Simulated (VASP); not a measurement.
A run of VASP 6.6.1 is set up as follows.

The input POSCAR:

```
Ca2ZrN2
1.0
    3.3664720000      0.0000000000      0.0000000000
   -1.6832360000      2.9154500000      0.0000000000
    0.0000000000      0.0000000000      8.9019300000
Ca Zr N
2 1 2
Direct
    0.3333330000      0.6666670000      0.3034230000
    0.6666670000      0.3333330000      0.6965770000
    0.0000000000      0.0000000000      0.0000000000
    0.6666670000      0.3333330000      0.1404930000
    0.3333330000      0.6666670000      0.8595070000
```

The input INCAR.step1:

```
SYSTEM = Ca2ZrN2
PREC = Accurate
ENCUT = 520
EDIFF = 1E-6
ISMEAR = 0
SIGMA = 0.1
LREAL = .False.
LASPH = .True.
NELM = 100
ALGO = Normal
ISIF = 2
LWAVE = .False.
LCHARG = .True.
LMAXMIX = 4
GGA = PE
NBANDS = 29
```

The input KPOINTS.step1:

```
Automatic mesh
0
Gamma
  10 10 4
  0 0 0
```

File INCAR.step2:

```
SYSTEM = Ca2ZrN2
PREC = Accurate
ENCUT = 520
EDIFF = 1E-6
ISMEAR = 0
SIGMA = 0.05
LREAL = .False.
LASPH = .True.
NELM = 100
ALGO = Normal
ISIF = 2
LWAVE = .False.
LCHARG = .False.
LMAXMIX = 4
GGA = PE
NBANDS = 29
ICHARG = 11
```

The input KPOINTS.step2:

```
path GMKGALHA,LM,KH
10
line-mode
reciprocal
 0.0000000000  0.0000000000  0.0000000000  G
 0.5000000000  0.0000000000  0.0000000000  M

 0.5000000000  0.0000000000  0.0000000000  M
 0.3333333333  0.3333333333  0.0000000000  K

 0.3333333333  0.3333333333  0.0000000000  K
 0.0000000000  0.0000000000  0.0000000000  G

 0.0000000000  0.0000000000  0.0000000000  G
 0.0000000000  0.0000000000  0.5000000000  A

 0.0000000000  0.0000000000  0.5000000000  A
 0.5000000000  0.0000000000  0.5000000000  L

 0.5000000000  0.0000000000  0.5000000000  L
 0.3333333333  0.3333333333  0.5000000000  H

 0.3333333333  0.3333333333  0.5000000000  H
 0.0000000000  0.0000000000  0.5000000000  A

 0.5000000000  0.0000000000  0.5000000000  L
 0.5000000000  0.0000000000  0.0000000000  M

 0.3333333333  0.3333333333  0.0000000000  K
 0.3333333333  0.3333333333  0.5000000000  H
```

Potentials or basis: VASP PAW PBE potentials, release 64 (Ca_sv, Zr_sv, N).

Run with:

```sh
$ cat potpaw_PBE.64/Ca_sv/POTCAR potpaw_PBE.64/Zr_sv/POTCAR potpaw_PBE.64/N/POTCAR > POTCAR
$ cp INCAR.step1 INCAR
$ cp KPOINTS.step1 KPOINTS
$ mpirun -np 1 vasp_std > vasp.out
$ cp INCAR.step2 INCAR
$ cp KPOINTS.step2 KPOINTS
$ mpirun -np 1 vasp_std > vasp.out
```

**Question.** Estimate the band gap along the path.

**Answer.** None (metal or under the smearing width).

Levels at the corners of the path, in eV from the Fermi level:
```
point  band 17  band 18  band 19  band 20  band 21  band 22  band 23  band 24  band 25  band 26
    Γ    -3.96    -3.09    -2.20    -1.88    -1.88     1.32     1.32     1.67     1.70     2.80
    M    -3.73    -3.71    -2.80    -2.34    -0.73     0.34     1.09     1.99     3.11     3.51
    M    -3.73    -3.71    -2.80    -2.34    -0.73     0.34     1.09     1.99     3.11     3.51
    K    -4.25    -3.28    -3.28    -2.97     0.57     1.34     1.34     1.89     2.32     2.83
    K    -4.25    -3.28    -3.28    -2.97     0.57     1.34     1.34     1.89     2.32     2.83
    Γ    -3.96    -3.09    -2.20    -1.88    -1.88     1.32     1.32     1.67     1.70     2.80
    Γ    -3.96    -3.09    -2.20    -1.88    -1.88     1.32     1.32     1.67     1.70     2.80
    A    -3.96    -3.69    -1.88    -1.88    -1.28     0.73     1.33     1.33     2.07     2.51
    A    -3.96    -3.69    -1.88    -1.88    -1.28     0.73     1.33     1.33     2.07     2.51
    L    -3.70    -3.70    -2.77    -2.33    -0.76     0.35     1.28     1.58     3.06     3.55
    L    -3.70    -3.70    -2.77    -2.33    -0.76     0.35     1.28     1.58     3.06     3.55
    H    -4.25    -3.28    -3.28    -2.98     0.71     1.34     1.36     1.36     2.67     2.67
    H    -4.25    -3.28    -3.28    -2.98     0.71     1.34     1.36     1.36     2.67     2.67
    A    -3.96    -3.69    -1.88    -1.88    -1.28     0.73     1.33     1.33     2.07     2.51
    L    -3.70    -3.70    -2.77    -2.33    -0.76     0.35     1.28     1.58     3.06     3.55
    M    -3.73    -3.71    -2.80    -2.34    -0.73     0.34     1.09     1.99     3.11     3.51
    K    -4.25    -3.28    -3.28    -2.97     0.57     1.34     1.34     1.89     2.32     2.83
    H    -4.25    -3.28    -3.28    -2.98     0.71     1.34     1.36     1.36     2.67     2.67
```

Caveat: the log is that of the step along the path at fixed density, whose energy, stress, charges and moments have no meaning.
